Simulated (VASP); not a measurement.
Computed with PBE GGA, VASP's PBE PAW potentials (set 64) (plane waves; VASP 6.6.1).

VASP input:

**KPOINTS**
```
Automatic mesh
0
Gamma
6 6 6
0 0 0
```

INCAR:
```
SYSTEM = HgTe
PREC = Accurate
ENCUT = 350
EDIFF = 1E-6
NELM = 100
ALGO = Normal
LREAL = .FALSE.
LASPH = .TRUE.
ISMEAR = 0
SIGMA = 0.05
GGA = PE
LMAXMIX = 6
LWAVE = .FALSE.
LCHARG = .FALSE.
ISIF = 2
```

POSCAR:
```
HgTe
1.0
  0.0000000000   3.2946000000   3.2946000000
  3.2946000000   0.0000000000   3.2946000000
  3.2946000000   3.2946000000   0.0000000000
Hg Te
1 1
Cart
  0.0000000000   0.0000000000   0.0000000000
  1.6473000000   1.6473000000   1.6473000000
```

POTCAR, in this order: Hg Te (PBE.64 set). Program: vasp_std.

What VASP printed:

### OSZICAR
```
       N       E                     dE             d eps       ncg     rms          rms(c)
DAV:   1     0.816250784811E+02    0.81625E+02   -0.63512E+03   424   0.848E+02
DAV:   2    -0.728176949754E+00   -0.82353E+02   -0.78457E+02   476   0.229E+02
DAV:   3    -0.380642200931E+01   -0.30782E+01   -0.30695E+01   491   0.465E+01
DAV:   4    -0.383800834260E+01   -0.31586E-01   -0.31583E-01   601   0.422E+00
DAV:   5    -0.383808447082E+01   -0.76128E-04   -0.76128E-04   476   0.191E-01    0.703E+00
DAV:   6    -0.363855202460E+01    0.19953E+00   -0.48740E-01   471   0.992E+00    0.563E+00
DAV:   7    -0.363214971056E+01    0.64023E-02   -0.10438E-01   466   0.248E+00    0.215E+00
DAV:   8    -0.363151221636E+01    0.63749E-03   -0.10466E-02   436   0.136E+00    0.558E-01
DAV:   9    -0.363154819333E+01   -0.35977E-04   -0.83517E-04   486   0.355E-01    0.125E-01
DAV:  10    -0.363157968332E+01   -0.31490E-04   -0.96542E-05   467   0.968E-02    0.514E-02
DAV:  11    -0.363159547333E+01   -0.15790E-04   -0.38160E-05   441   0.521E-02    0.322E-02
DAV:  12    -0.363159383759E+01    0.16357E-05   -0.47144E-06   506   0.196E-02    0.177E-02
DAV:  13    -0.363159377480E+01    0.62792E-07   -0.40447E-07   263   0.414E-03
   1 F= -.36315938E+01 E0= -.36314152E+01  d E =-.357089E-03
```

### OUTCAR
```
------------------------ aborting loop because EDIFF is reached ----------------------------------------
  FORCE on cell =-STRESS in cart. coord.  units (eV):
  Direction    XX          YY          ZZ          XY          YZ          ZX
  --------------------------------------------------------------------------------------
  Total        0.4104803      0.4104803      0.4104803      0.0000000      0.0000000     -0.0000000
  in kB        9.1952768      9.1952768      9.1952768      0.0000000      0.0000000     -0.0000000
  external PRESSURE =       9.1952768 kB  Pullay stress =       0.0000000 kB
  volume of cell :       71.52
      direct lattice vectors                 reciprocal lattice vectors
     0.000000000  3.294600000  3.294600000    -0.151763492  0.151763492  0.151763492
     3.294600000  0.000000000  3.294600000     0.151763492 -0.151763492  0.151763492
     3.294600000  3.294600000  0.000000000     0.151763492  0.151763492 -0.151763492
 POSITION                                       TOTAL-FORCE (eV/Angst)
 -----------------------------------------------------------------------------------
      0.00000      0.00000      0.00000        -0.000000     -0.000000     -0.000000
      1.64730      1.64730      1.64730         0.000000      0.000000      0.000000
 -----------------------------------------------------------------------------------
    total drift:                               -0.000000     -0.000000     -0.000000
  FREE ENERGIE OF THE ION-ELECTRON SYSTEM (eV)
  ---------------------------------------------------
  free  energy   TOTEN  =        -3.6315937748 eV

  energy  without entropy=       -3.6312366861  energy(sigma->0) =       -3.63141523
```
(Selected blocks of OUTCAR.)

The compound is HgTe in the zinc blende structure. The cell was not relaxed at this level. The run is one of a series of settings (ENCUT = 350 against the base run), some of them coarse on purpose.
